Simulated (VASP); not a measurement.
Method: LDA (Ceperley-Alder, Perdew-Zunger), VASP's LDA PAW potentials (set 64) (plane waves; VASP).

A VASP calculation is set up with these files.

POSCAR:
```
SrO
1
    0.0000000000     2.5388467148     2.5388467148
    2.5388467148     0.0000000000     2.5388467148
    2.5388467148     2.5388467148     0.0000000000
Sr O
1 1
Direct
  0.0000000000   0.0000000000   0.0000000000
  0.5000000000   0.5000000000   0.5000000000
```

File KPOINTS:
```
Automatic mesh
0
Gamma
9 9 9
0 0 0
```

### INCAR
```
! general
SYSTEM   =  SrO
PREC     =  Accurate
ENCUT    =  620   ! plane-wave cut-off (eV)
LREAL    =  .FALSE.
LASPH    =  .TRUE.

! electronic loop
EDIFF    =  1E-6   ! SCF stop (eV)
NELM     =  100
ALGO     =  Normal   ! blocked Davidson
LMAXMIX  =  4   ! l cut-off of mixed one-centre charges

! smearing
ISMEAR   =  0
SIGMA    =  0.05   ! width (eV)

! ions
IBRION   =  2
NSW      =  40
ISIF     =  3   ! ions, shape and volume
EDIFFG   =  -0.02   ! ionic stop

! output
LWAVE    =  .FALSE.
LCHARG   =  .FALSE.
```

POTCAR, in this order: Sr_sv O (LDA.64 set). Program: vasp_std.

Problem. What does the run give for the energy per atom (σ→0)?

Solution. 
| Item | Result |
|---|---|
| energy per atom (σ→0) | -6.695 eV/atom |

File OSZICAR:
```
...
DAV:   6    -0.135835583716E+02    0.19999E+01   -0.99948E+00   972   0.245E+01    0.224E+01
DAV:   7    -0.134360465412E+02    0.14751E+00   -0.59130E-01  1024   0.712E+00    0.127E+01
DAV:   8    -0.133911679496E+02    0.44879E-01   -0.15909E-01   936   0.416E+00    0.116E+00
DAV:   9    -0.133902612127E+02    0.90674E-03   -0.94431E-03  1300   0.833E-01    0.254E-01
DAV:  10    -0.133903281183E+02   -0.66906E-04   -0.73929E-04   984   0.275E-01    0.842E-02
DAV:  11    -0.133903307104E+02   -0.25921E-05   -0.98327E-05   992   0.923E-02    0.203E-02
DAV:  12    -0.133903311892E+02   -0.47881E-06   -0.87677E-06   932   0.305E-02
   1 F= -.13390331E+02 E0= -.13390331E+02  d E =-.133903E+02
```

The compound is SrO in the rock salt structure. It was relaxed first.
